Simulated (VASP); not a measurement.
```
Pd
1.0
    0.00000     1.94500     1.94500
    1.94500     0.00000     1.94500
    1.94500     1.94500     0.00000
Pd
1
Direct
  0.00000   0.00000   0.00000
```

The numbers are results of vdW-DF2, VASP's PBE PAW potentials (set 64) (plane waves; VASP), not measurements. Run with 520 eV cut-off, 14×14×14 Γ-centred mesh, first-order Methfessel-Paxton smearing of 0.10 eV, potentials Pd.

Energy and stress use the plane-wave basis of the starting cell.

The ions, cell shape and volume are relaxed. Give the cell that the relaxation ends in.

```
Pd
1.0
    0.00000     2.04026     2.04026
    2.04026     0.00000     2.04026
    2.04026     2.04026     0.00000
Pd
1
Direct
  0.00000   0.00000   0.00000
```
Space group Fm-3m (225), at a tolerance of 0.03 Å.

How do energy and volume change from the first to the last step?

The energy (σ→0) changes by -157.4 meV/atom and the volume by +15.4 %, in 18 ionic steps.

```csv
step,E(σ→0) (eV),max force (eV/Å),pressure (GPa),volume (Å³)
1,-1.4869,0.000,25.83,14.72
2,-1.4728,0.000,-13.30,20.37
3,-1.6442,0.000,-0.59,17.08
4,-1.6443,0.000,-0.16,17.02
5,-1.6443,0.000,0.19,16.97
6,-1.6443,0.000,0.18,16.97
7,-1.6443,0.000,0.16,16.97
8,-1.6443,0.000,0.17,16.97
9,-1.6443,0.000,0.17,16.97
10,-1.6443,0.000,0.17,16.97
11,-1.6443,0.000,0.17,16.97
12,-1.6443,0.000,0.17,16.97
13,-1.6443,0.000,0.17,16.97
14,-1.6443,0.000,0.16,16.97
15,-1.6443,0.000,0.15,16.97
16,-1.6443,0.000,0.14,16.97
17,-1.6443,0.000,0.11,16.98
18,-1.6443,0.000,0.05,16.99
```

The compound is Pd in the fcc structure. This run relaxes it. Symmetry was kept, so distortions that lower it aren't found.
